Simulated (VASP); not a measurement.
A cell of Li$_{2}$Se (antifluorite) near equilibrium:

```yaml
crystal:
  lattice:
    - [0.00000, 2.98545, 2.98545]
    - [2.98545, 0.00000, 2.98545]
    - [2.98545, 2.98545, 0.00000]
  atoms:
    - { symbol: Li, position: [0.25000, 0.25000, 0.25000] }
    - { symbol: Li, position: [0.75000, 0.75000, 0.75000] }
    - { symbol: Se, position: [0.00000, 0.00000, 0.00000] }
```

All values below come from r2SCAN meta-GGA, VASP's PBE PAW potentials (set 64) (plane waves; VASP).

```tsv
run	ΔE (meV/atom)	σxx	σyy	σzz	largest shear component, with its sign (GPa)	largest force (eV/Å)	gap (eV)
as it is	0.0	0.02	0.02	0.02	0.00	0.000	3.45
after one change	0.4	0.21	0.45	0.45	0.00	0.000	3.43
```
Stress is in GPa, positive when the cell is compressed; gaps are those on the k-mesh, and 0.00 means metallic.

Question: Which change was made?
(A) biaxial strain of -0.5 % in the yz plane
(B) atom 3 (Se) moved by -0.200 Å along y
(C) atom 2 (Li) moved by -0.150 Å along y
(D) shear strain γ_xy = +2.0 %

Answer: A, biaxial strain of -0.5 % in the yz plane

The compound is Li2Se in the antifluorite structure.
